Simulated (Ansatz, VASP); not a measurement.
**Cross-check of Zr2CO2 (Zr2CO2 MXene, 4 layers) between VASP and Ansatz**

Wanted: the spread between two codes on one cell, functional and k mesh. The cell is taken from a series of runs on this material, whose earlier steps may have relaxed, scaled, displaced or heated it; both programs get it as it stands.

Method: plane waves, with VASP 6.6.1 beside it; single point at PBE with D4, in Ansatz 0.2.0.

## (1) Set-up

The cell holds 80 atoms: 16 C, 32 Zr and 32 O. Cell: a = 6.752 Å, b = 6.752 Å, c = 40.780 Å, α = 90.0°, β = 90.0°, γ = 120.0°. It derives from Zr2CO2 (Zr2CO2 MXene). As first built, before any earlier steps moved the atoms (in the runner's words): 4 layers of Zr2CO2 MXene (a = 3.31 A), 2 x 2 cells, biaxial strain +2 %, every second layer slid by 0.667 of a1 + 2 a2; facing atoms 2.84, 2.72, 2.82 A apart;. Vacuum lies along c.

## (2) VASP: single point, PBE with D4

With cell and atoms fixed, the geometry can't cause a difference; cores, projectors, grids and the points listed under the comparison can.

Lines of VASP's logs that name or quote its potential files are left out, and so is its time.

Input file INCAR:

```
SYSTEM = Zr2CO2
PREC = Accurate
ENCUT = 520
EDIFF = 1E-06
NELM = 120
ISMEAR = 0
SIGMA = 0.01
LREAL = Auto
ALGO = Normal
GGA = PE
IVDW = 13
NBANDS = 376
LASPH = .TRUE.
LORBIT = 11
LWAVE = .FALSE.
LCHARG = .FALSE.
ISIF = 2
GGA_COMPAT = .FALSE.
EFERMI = MIDGAP
KPAR = 4
```

Input file POSCAR:

```
Zr2CO2
1.0
    6.7524000000      0.0000000000      0.0000000000
   -3.3762000000      5.8477500000      0.0000000000
    0.0000000000      0.0000000000     40.7800000000
C Zr O
16 32 32
Direct
    0.0002500000      0.0001900000      0.2270900000
    0.0001200000      0.5003300000      0.2271000000
    0.5002700000      0.0004400000      0.2270900000
    0.5001100000      0.5003400000      0.2271000000
    0.3336100000      0.6670000000      0.4054000000
    0.3337900000      0.1670300000      0.4054100000
    0.8337300000      0.6671800000      0.4054100000
    0.8338600000      0.1670600000      0.4054100000
    0.0003000000      0.0000800000      0.5948500000
    0.0000600000      0.4999000000      0.5948500000
    0.5001400000      0.0001100000      0.5948400000
    0.5001800000      0.5001000000      0.5948400000
    0.3343000000      0.6673200000      0.7728600000
    0.3345000000      0.1674600000      0.7728700000
    0.8343500000      0.6673700000      0.7728600000
    0.8342500000      0.1671400000      0.7728600000
    0.1667200000      0.3337000000      0.2609700000
    0.3334200000      0.1670500000      0.1932000000
    0.1666500000      0.8337200000      0.2609700000
    0.3335200000      0.6669900000      0.1932200000
    0.6667300000      0.3336700000      0.2609800000
    0.8333300000      0.1670300000      0.1931800000
    0.6666300000      0.8336500000      0.2609800000
    0.8335900000      0.6671000000      0.1932100000
    0.5006200000      0.0004100000      0.4392400000
    0.6674300000      0.8336900000      0.3715500000
    0.5005900000      0.5003600000      0.4392400000
    0.6670900000      0.3335600000      0.3715600000
    0.0006500000      0.0003700000      0.4392300000
    0.1672400000      0.8335500000      0.3715600000
    0.0007000000      0.5004000000      0.4392200000
    0.1672100000      0.3336700000      0.3715600000
    0.1662300000      0.3330300000      0.6287000000
    0.3329000000      0.1664000000      0.5610200000
    0.1663300000      0.8332000000      0.6287100000
    0.3328700000      0.6663800000      0.5610100000
    0.6663700000      0.3330800000      0.6287100000
    0.8329000000      0.1665000000      0.5610200000
    0.6661900000      0.8329800000      0.6287000000
    0.8328800000      0.6663700000      0.5610000000
    0.5009200000      0.0008900000      0.8067500000
    0.6678000000      0.8343600000      0.7389900000
    0.5010300000      0.5008900000      0.8067500000
    0.6675200000      0.3341300000      0.7389700000
    0.0009000000      0.0009500000      0.8067500000
    0.1676300000      0.8341400000      0.7389900000
    0.0009900000      0.5009500000      0.8067500000
    0.1677400000      0.3342900000      0.7389800000
    0.3334200000      0.1670400000      0.2824400000
    0.1668500000      0.3337100000      0.1716700000
    0.3334900000      0.6670400000      0.2824300000
    0.1669000000      0.8336600000      0.1716800000
    0.8335300000      0.1669800000      0.2824200000
    0.6669100000      0.3336000000      0.1716700000
    0.8333700000      0.6669400000      0.2824400000
    0.6669000000      0.8336900000      0.1716700000
    0.6671200000      0.8337400000      0.4607000000
    0.5004800000      0.0004100000      0.3501400000
    0.6670800000      0.3336900000      0.4606900000
    0.5005000000      0.5003000000      0.3501500000
    0.1672000000      0.8337500000      0.4607100000
    0.0003500000      0.0003200000      0.3501300000
    0.1671600000      0.3337500000      0.4607100000
    0.0004700000      0.5003600000      0.3501400000
    0.3333800000      0.1666700000      0.6501300000
    0.1667000000      0.3333200000      0.5395300000
    0.3333700000      0.6666800000      0.6501200000
    0.1667200000      0.8333100000      0.5395400000
    0.8333300000      0.1665500000      0.6501400000
    0.6667500000      0.3333700000      0.5395200000
    0.8333600000      0.6666800000      0.6501200000
    0.6666800000      0.8333200000      0.5395500000
    0.6677200000      0.8341100000      0.8283000000
    0.5010400000      0.0007300000      0.7175200000
    0.6676800000      0.3340900000      0.8282900000
    0.5010100000      0.5006600000      0.7175300000
    0.1676200000      0.8339800000      0.8282900000
    0.0011100000      0.0007600000      0.7175300000
    0.1675900000      0.3340300000      0.8282700000
    0.0010300000      0.5007100000      0.7175300000
```

Input file KPOINTS:

```
Automatic mesh
0
Gamma
3 3 1
0 0 0
```

PAW data sets: C, Zr_sv and O (PBE family, release 64).

Run with:

```bash
mpirun -np 8 vasp_std
```

Numbers of over 12 decimals in the logs are rounded to 6 here.

The log of the run:

```text
[banner, memory and clock lines left out]
running    8 mpi-ranks, on    1 nodes
[...]
|                                                                             |
|           W    W    AA    RRRRR   N    N  II  N    N   GGGG   !!!           |
|           W    W   A  A   R    R  NN   N  II  NN   N  G    G  !!!           |
|           W    W  A    A  R    R  N N  N  II  N N  N  G       !!!           |
|           W WW W  AAAAAA  RRRRR   N  N N  II  N  N N  G  GGG   !            |
|           WW  WW  A    A  R   R   N   NN  II  N   NN  G    G                |
|           W    W  A    A  R    R  N    N  II  N    N   GGGG   !!!           |
|                                                                             |
|     For optimal performance we recommend to set                             |
|       NCORE = 2 up to number-of-cores-per-socket                            |
|     NCORE specifies how many cores store one orbital (NPAR=cpu/NCORE).      |
|     This setting can greatly improve the performance of VASP for DFT.       |
|     The default, NCORE=1 might be grossly inefficient on modern             |
|     multi-core architectures or massively parallel machines. Do your        |
|     Unfortunately you need to use the default for GW and RPA                |
|     calculations (for HF NCORE is supported but not extensively tested      |
|     yet).                                                                   |
|                                                                             |

 LDA part: xc-table for (Slater+PW92), standard interpolation
 POSCAR, INCAR and KPOINTS ok, starting setup
[...]
entering main loop
       N       E                     dE             d eps       ncg     rms          rms(c)
DAV:   1     0.727025841190E+04    0.72703E+04   -0.33643E+05  3840   0.163E+03
DAV:   2    -0.501850761678E+02   -0.73204E+04   -0.70883E+04  4416   0.481E+02
DAV:   3    -0.831376692132E+03   -0.78119E+03   -0.77359E+03  4896   0.141E+02
DAV:   4    -0.907009299517E+03   -0.75633E+02   -0.75544E+02  6256   0.369E+01
[...]
DAV:  26    -0.755840573192E+03   -0.13197E-05   -0.85769E-08  2408   0.415E-04    0.194E-04
DAV:  27    -0.755840574358E+03   -0.11667E-05   -0.68214E-08  2456   0.320E-04    0.130E-04
DAV:  28    -0.755840574877E+03   -0.51895E-06   -0.31710E-08  2392   0.236E-04
   1 F= -.76983397E+03 E0= -.76983397E+03  d E =0.000000E+00
```

Parts of OUTCAR (step 2):

```text
  FREE ENERGIE OF THE ION-ELECTRON SYSTEM (eV)
  ---------------------------------------------------
  free  energy   TOTEN  =      -769.8339677376 eV

  energy  without entropy=     -769.8339677376  energy(sigma->0) =     -769.83396774
```

## (3) Ansatz: single point, PBE with D4

Ansatz runs on its default PAW (the set named soft_2) files.

The same cell, functional and mesh now go to Ansatz, which takes its cutoff from its data sets.

Input file input.yaml:

```yaml
crystal:
  lattice:
    - [6.7524, 0.0, 0.0]
    - [-3.3762, 5.84775, 0.0]
    - [0.0, 0.0, 40.78]
  atoms:
    - { symbol: C, position: [0.00025, 0.00019, 0.22709] }
    - { symbol: Zr, position: [0.16672, 0.3337, 0.26097] }
    - { symbol: Zr, position: [0.33342, 0.16705, 0.1932] }
    - { symbol: O, position: [0.33342, 0.16704, 0.28244] }
    - { symbol: O, position: [0.16685, 0.33371, 0.17167] }
    - { symbol: C, position: [0.00012, 0.50033, 0.2271] }
    - { symbol: Zr, position: [0.16665, 0.83372, 0.26097] }
    - { symbol: Zr, position: [0.33352, 0.66699, 0.19322] }
    - { symbol: O, position: [0.33349, 0.66704, 0.28243] }
    - { symbol: O, position: [0.1669, 0.83366, 0.17168] }
    - { symbol: C, position: [0.50027, 0.00044, 0.22709] }
    - { symbol: Zr, position: [0.66673, 0.33367, 0.26098] }
    - { symbol: Zr, position: [0.83333, 0.16703, 0.19318] }
    - { symbol: O, position: [0.83353, 0.16698, 0.28242] }
    - { symbol: O, position: [0.66691, 0.3336, 0.17167] }
    - { symbol: C, position: [0.50011, 0.50034, 0.2271] }
    - { symbol: Zr, position: [0.66663, 0.83365, 0.26098] }
    - { symbol: Zr, position: [0.83359, 0.6671, 0.19321] }
    - { symbol: O, position: [0.83337, 0.66694, 0.28244] }
    - { symbol: O, position: [0.6669, 0.83369, 0.17167] }
    - { symbol: C, position: [0.33361, 0.667, 0.4054] }
    - { symbol: Zr, position: [0.50062, 0.00041, 0.43924] }
    - { symbol: Zr, position: [0.66743, 0.83369, 0.37155] }
    - { symbol: O, position: [0.66712, 0.83374, 0.4607] }
    - { symbol: O, position: [0.50048, 0.00041, 0.35014] }
    - { symbol: C, position: [0.33379, 0.16703, 0.40541] }
    - { symbol: Zr, position: [0.50059, 0.50036, 0.43924] }
    - { symbol: Zr, position: [0.66709, 0.33356, 0.37156] }
    - { symbol: O, position: [0.66708, 0.33369, 0.46069] }
    - { symbol: O, position: [0.5005, 0.5003, 0.35015] }
    - { symbol: C, position: [0.83373, 0.66718, 0.40541] }
    - { symbol: Zr, position: [0.00065, 0.00037, 0.43923] }
    - { symbol: Zr, position: [0.16724, 0.83355, 0.37156] }
    - { symbol: O, position: [0.1672, 0.83375, 0.46071] }
    - { symbol: O, position: [0.00035, 0.00032, 0.35013] }
    - { symbol: C, position: [0.83386, 0.16706, 0.40541] }
    - { symbol: Zr, position: [0.0007, 0.5004, 0.43922] }
    - { symbol: Zr, position: [0.16721, 0.33367, 0.37156] }
    - { symbol: O, position: [0.16716, 0.33375, 0.46071] }
    - { symbol: O, position: [0.00047, 0.50036, 0.35014] }
    - { symbol: C, position: [0.0003, 8.0e-05, 0.59485] }
    - { symbol: Zr, position: [0.16623, 0.33303, 0.6287] }
    - { symbol: Zr, position: [0.3329, 0.1664, 0.56102] }
    - { symbol: O, position: [0.33338, 0.16667, 0.65013] }
    - { symbol: O, position: [0.1667, 0.33332, 0.53953] }
    - { symbol: C, position: [6.0e-05, 0.4999, 0.59485] }
    - { symbol: Zr, position: [0.16633, 0.8332, 0.62871] }
    - { symbol: Zr, position: [0.33287, 0.66638, 0.56101] }
    - { symbol: O, position: [0.33337, 0.66668, 0.65012] }
    - { symbol: O, position: [0.16672, 0.83331, 0.53954] }
    - { symbol: C, position: [0.50014, 0.00011, 0.59484] }
    - { symbol: Zr, position: [0.66637, 0.33308, 0.62871] }
    - { symbol: Zr, position: [0.8329, 0.1665, 0.56102] }
    - { symbol: O, position: [0.83333, 0.16655, 0.65014] }
    - { symbol: O, position: [0.66675, 0.33337, 0.53952] }
    - { symbol: C, position: [0.50018, 0.5001, 0.59484] }
    - { symbol: Zr, position: [0.66619, 0.83298, 0.6287] }
    - { symbol: Zr, position: [0.83288, 0.66637, 0.561] }
    - { symbol: O, position: [0.83336, 0.66668, 0.65012] }
    - { symbol: O, position: [0.66668, 0.83332, 0.53955] }
    - { symbol: C, position: [0.3343, 0.66732, 0.77286] }
    - { symbol: Zr, position: [0.50092, 0.00089, 0.80675] }
    - { symbol: Zr, position: [0.6678, 0.83436, 0.73899] }
    - { symbol: O, position: [0.66772, 0.83411, 0.8283] }
    - { symbol: O, position: [0.50104, 0.00073, 0.71752] }
    - { symbol: C, position: [0.3345, 0.16746, 0.77287] }
    - { symbol: Zr, position: [0.50103, 0.50089, 0.80675] }
    - { symbol: Zr, position: [0.66752, 0.33413, 0.73897] }
    - { symbol: O, position: [0.66768, 0.33409, 0.82829] }
    - { symbol: O, position: [0.50101, 0.50066, 0.71753] }
    - { symbol: C, position: [0.83435, 0.66737, 0.77286] }
    - { symbol: Zr, position: [0.0009, 0.00095, 0.80675] }
    - { symbol: Zr, position: [0.16763, 0.83414, 0.73899] }
    - { symbol: O, position: [0.16762, 0.83398, 0.82829] }
    - { symbol: O, position: [0.00111, 0.00076, 0.71753] }
    - { symbol: C, position: [0.83425, 0.16714, 0.77286] }
    - { symbol: Zr, position: [0.00099, 0.50095, 0.80675] }
    - { symbol: Zr, position: [0.16774, 0.33429, 0.73898] }
    - { symbol: O, position: [0.16759, 0.33403, 0.82827] }
    - { symbol: O, position: [0.00103, 0.50071, 0.71753] }
kpoints:
  mp_grid: { grid: [3, 3, 1] }
hamiltonian:
  xc: pbe
  dispersion: d4
scf:
  occupations: { method: fixed }
output:
  forces: true
  populations: intrinsic
  dos:
    method: { smearing: { sigma: 0.08 } }
    de: 0.1
    projected:
      site_lists:
        C: [C]
        O: [O]
        Zr: [Zr]
        layer_1: [0, 1, 2, 3, 4, 5, 6, 7, 8, 9, 10, 11, 12, 13, 14, 15, 16, 17, 18, 19]
        layer_2: [20, 21, 22, 23, 24, 25, 26, 27, 28, 29, 30, 31, 32, 33, 34, 35, 36, 37, 38, 39]
        layer_3: [40, 41, 42, 43, 44, 45, 46, 47, 48, 49, 50, 51, 52, 53, 54, 55, 56, 57, 58, 59]
        layer_4: [60, 61, 62, 63, 64, 65, 66, 67, 68, 69, 70, 71, 72, 73, 74, 75, 76, 77, 78, 79]
  eigenvalues: true
  write_density: true
  write_potential: true
  volumetric_format: npy
```

Run with:

```bash
ansatz run input.yaml --threads 4 --pin off --max-ram 15872MiB --backend cpu --events-out ev --progress --plain --runs-dir out
```

The log of the run:

```text
Engine: ansatz 0.2.0, aarch64-unknown-linux-gnu
Pseudopotentials: kind: paw
Pseudopotential: C, paw, valence charge 4, recommended cutoff 420 eV (normal), C.paw.azcp
Pseudopotential: Zr, paw, valence charge 12, recommended cutoff 420 eV (normal), Zr.paw.azcp
Pseudopotential: O, paw, valence charge 6, recommended cutoff 420 eV (normal), O.paw.azcp
Functional definition: PBE
  parameter kappa = 0.804
  parameter beta = 0.066725
  exchange = pbe_x(kappa = kappa, mu = beta*pi^2/3)
  correlation = pbe_c(beta = beta)
Crystal: 80 atoms, lattice volume = 1610.253 Å³
Basis set: ecut = 420 eV, 31517 PW (Γ), exchange–correlation on 96×96×576 points (8 copies of the dense FFT grid, shifted against one another)
Bands: 400, of which v1, the nominal top of the filled ones, is band 320 counted from 1 (319 counted from 0)
Symmetry: 1 space group operations
Space group: P1 (ITA 1), of the structure as read, at distance tolerance 1.2e-4 Å
k-points: 5 of 9 (time reversal used)
Non-local potential: C, projectors of the file, l = 0: 2, l = 1: 2, l = 2: 1
Non-local potential: Zr, projectors of the file, l = 0: 3, l = 1: 2, l = 2: 2, l = 3: 2
Non-local potential: O, projectors of the file, l = 0: 2, l = 1: 2, l = 2: 1
PAW form: soft (Blöchl's): semilocal exchange-correlation on the pseudo side does not see the compensation charge
PAW one-centre angular grid: C, 110 points (default); XC on 64 Gauss nodes
PAW one-centre angular grid: Zr, 590 points (default); XC on 64 Gauss nodes
PAW one-centre angular grid: O, 110 points (default); XC on 64 Gauss nodes
Initial density: superposition of atomic densities (neutral atoms: chi_scale 0, normalization atom), corrected by the library's trained network
Initial wavefunctions: pseudopotential atomic-orbital guess
Functional: x = pbe(κ = 0.804, μ = 0.219515), c = pbe(β = 0.066725)
SCF iter   1: F=—  HF=-156166.464908 eV  |F-HF|=—  |Δ(HF+E_count)|=         —  Δρ=4.89e-3  dr2=5.58e-1  ethr=1.77e-3  ⟨swp⟩=4.0  Hψ=6561  notcnv=0  defer=358
preconditioner: auto → Resta (q_TF=auto, 2.339 Å⁻¹)  ε∞=4.8  [insulator: Δε(μ)=1.165 eV  Ē_g=9.307 eV  n_scr=384 (ndim 8)  ℏωp=18.1 eV  f_vac=0.319  ε∞_Penn≈4.8  vacuum switching on, ρ_ref=6.3e-3 e/Å³]
SCF iter   2: F=—  HF=-156166.390977 eV  |F-HF|=—  |Δ(HF+E_count)|=   7.39e-2  Δρ=2.06e-3  dr2=5.27e-2  ethr=8.71e-5  ⟨swp⟩=2.0  Hψ=3115  notcnv=0  defer=385
SCF iter   3: F=—  HF=-156166.386966 eV  |F-HF|=—  |Δ(HF+E_count)|=   4.01e-3  Δρ=1.05e-3  dr2=1.72e-2  ethr=8.24e-6  ⟨swp⟩=2.0  Hψ=2464  notcnv=0  defer=388
SCF iter   4: F=—  HF=-156166.387919 eV  |F-HF|=—  |Δ(HF+E_count)|=   9.53e-4  Δρ=3.39e-4  dr2=2.92e-3  ethr=2.69e-6  ⟨swp⟩=2.2  Hψ=2466  notcnv=0  defer=388
SCF iter   5: F=—  HF=-156166.387678 eV  |F-HF|=—  |Δ(HF+E_count)|=   2.41e-4  Δρ=1.44e-4  dr2=4.09e-4  ethr=4.56e-7  ⟨swp⟩=2.2  Hψ=2583  notcnv=0  defer=359
SCF iter   6: F=—  HF=-156166.387768 eV  |F-HF|=—  |Δ(HF+E_count)|=   8.98e-5  Δρ=5.09e-5  dr2=6.53e-5  ethr=6.39e-8  ⟨swp⟩=2.2  Hψ=2485  notcnv=0  defer=349
SCF iter   7: F=—  HF=-156166.388155 eV  |F-HF|=—  |Δ(HF+E_count)|=   3.87e-4  Δρ=3.02e-5  dr2=1.73e-5  ethr=1.02e-8  ⟨swp⟩=2.0  Hψ=2610  notcnv=0  defer=348
SCF iter   8: F=—  HF=-156166.388154 eV  |F-HF|=—  |Δ(HF+E_count)|=   1.24e-6  Δρ=1.07e-5  dr2=2.03e-6  ethr=2.70e-9  ⟨swp⟩=2.0  Hψ=2612  notcnv=0  defer=348
SCF iter   9: F=—  HF=-156166.388155 eV  |F-HF|=—  |Δ(HF+E_count)|=   6.19e-7  Δρ=4.72e-6  dr2=4.70e-7  ethr=3.18e-10  ⟨swp⟩=3.0  Hψ=2861  notcnv=0  defer=348
SCF iter  10: F=-156166.388154 eV  HF=-156166.388155 eV  |F-HF|=1.05e-8  |Δ(HF+E_count)|=   2.88e-8  Δρ=1.39e-6  dr2=3.54e-8  ethr=1.56e-11  ⟨swp⟩=18.8  Hψ=18373  notcnv=0
SCF 1 converged in 10 iterations: F = -156166.388154 eV  dr2 = 3.54e-8
  greatest PAW one-centre occupation: 0.995 electrons in one spin orbital (limit 2), on the Zr atom at site 27 (counted from 0), in its partial waves of l = 0
[...]
k-point 4: bands = [... 316 lower, 5.4809, 5.4828, 5.4848, 5.5331, 7.4093, 7.4197, 7.4392, 7.4611, ... 76 higher]
--- intrinsic populations: 80 sites ---
  site symbol       q [e]
     0      C      4.9664
     1     Zr     10.8319
     2     Zr     10.8195
     3      O      6.6890
     4      O      6.6933
     5      C      4.9663
     6     Zr     10.8320
     7     Zr     10.8198
     8      O      6.6889
     9      O      6.6932
    10      C      4.9664
    11     Zr     10.8318
    12     Zr     10.8191
    13      O      6.6888
    14      O      6.6932
    15      C      4.9664
    16     Zr     10.8318
    17     Zr     10.8196
    18      O      6.6890
    19      O      6.6933
    20      C      4.9636
    21     Zr     10.8273
    22     Zr     10.8312
    23      O      6.6891
[...]
72     Zr     10.8322
    73      O      6.6933
    74      O      6.6888
    75      C      4.9663
    76     Zr     10.8194
    77     Zr     10.8320
    78      O      6.6932
    79      O      6.6889
  spilling = 0.000000 (of n_electrons = 640.000000)
```

Reading the cycles: dr2 is the Hartree energy of the density residual (eV), the measure of convergence; HF is the Harris–Foulkes estimate of the energy, which meets the free energy F at convergence.

## (4) Comparison

Known differences besides the potentials themselves: fixed occupations in Ansatz, narrow Gaussian smearing in VASP; the cutoff is 420 eV in Ansatz and 520 eV in VASP (PREC = Accurate, projectors in real space). Total energies have different zeros and are not compared.

Both answers:

```
              quantity  Ansatz   VASP  difference
gap on the k mesh (eV)   1.096  1.095      +0.002
```

At this near-relaxed geometry the largest component of a force difference is 22 meV/Å. A gap on the mesh is an upper bound, since the band edges may lie between its points. With vacuum in the cell, a pressure given here is an average over mostly empty space and none of the material.

## (5) Outcome

```json
{"difference in gap on the k mesh (single point, PBE with D4)": "0.0015 eV", "r.m.s. force difference (single point, PBE with D4)": "6.9 meV/Å"}
```

In words: The r.m.s. force difference is 6.9 meV/Å (single point, PBE with D4), within the 12 meV/Å picked in this series as the mark of a large difference. How closely two codes agree says nothing of how well the functional describes the real material.

[Lines on the potential files, build, host, timing and source positions are cut from VASP's logs without a mark.]

[Logs are printed without paths, hosts, clocks, repeated set-up lines and the standing remarks that a program may print on its own settings, such as how far it seeks lower states.]

[Hosts, paths, dates, database ids (printed as entryN), source tags and the programs' standing remarks are cut or masked in the printed files.]
